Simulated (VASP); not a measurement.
Set up this calculation in VASP 6.6.1, as the native input.

```yaml
Task: single point
Functional: r2SCAN
Potentials_or_basis: VASP PAW PBE potentials, release 64 (Zr_sv, Hf_pv, Se)
Cutoff: 520 eV
k_mesh: 6 × 6 × 6
Occupations: gaussian, width 0.1 eV
Spin: no spin polarisation
Further_INCAR_settings: ALGO = Normal; EDIFF = 1e-06
```

The structure of HfZrSe3 lies in POSCAR:

```
HfZrSe3                                 
1.0
    3.2414941971      1.8714775812      6.4793934464
   -3.2414942204      1.8714775409      6.4793934464
    0.0000000233     -3.7429551121      6.4793934464
  Zr              Hf              Se            
     2     2     6
Direct
     0.0000000000000000    0.0000000000000000    0.0000000000000000
     0.5000000000000000    0.5000000000000000    0.5000000000000000
     0.3358888191560030    0.3358888191560030    0.3358888191560102
     0.6641111808439969    0.6641111808439969    0.6641111808439898
     0.2435764195486396    0.5781585901370241    0.9231841993530557
     0.9231841993530557    0.2435764195486325    0.5781585901370312
     0.5781585901370241    0.9231841993530628    0.2435764195486396
     0.7564235804513604    0.4218414098629759    0.0768158006469443
     0.0768158006469443    0.7564235804513675    0.4218414098629688
     0.4218414098629759    0.0768158006469371    0.7564235804513604
```

The cell was built by a generator and needn't be a form met in nature.

These files were run (other wordings do the same):

INCAR

```
SYSTEM = HfZrSe3
PREC = Accurate
ENCUT = 520
EDIFF = 1E-6
ISMEAR = 0
SIGMA = 0.1
LREAL = .False.
LASPH = .True.
NELM = 150
ALGO = Normal
ISIF = 2
LWAVE = .False.
LCHARG = .False.
METAGGA = R2SCAN
LMIXTAU = .True.
KPAR = 8
```

KPOINTS

```
regular mesh
0
Gamma
  6 6 6
  0 0 0
```

Potentials or basis: VASP PAW PBE potentials, release 64 (Zr_sv, Hf_pv, Se).

The run is started by

```console
$ cat potpaw_PBE.64/Zr_sv/POTCAR potpaw_PBE.64/Hf_pv/POTCAR potpaw_PBE.64/Se/POTCAR > POTCAR
$ mpirun -np 8 vasp_std > vasp.out
```

Results of the run:

```json
{
 "Pressure": "-1.1 GPa",
 "Largest force": "0.213 eV/Å",
 "Band gap on the k mesh": "none (metal or under the smearing width)"
}
```

Caveat: the PAW data sets were made with another functional, which shifts forces and pressure a little.

Run time: 5.3 min on 8 MPI ranks on Intel(R) Xeon(R) 6975P-C (Granite Rapids), with other jobs on the host, peak memory 0.74 GiB a rank.
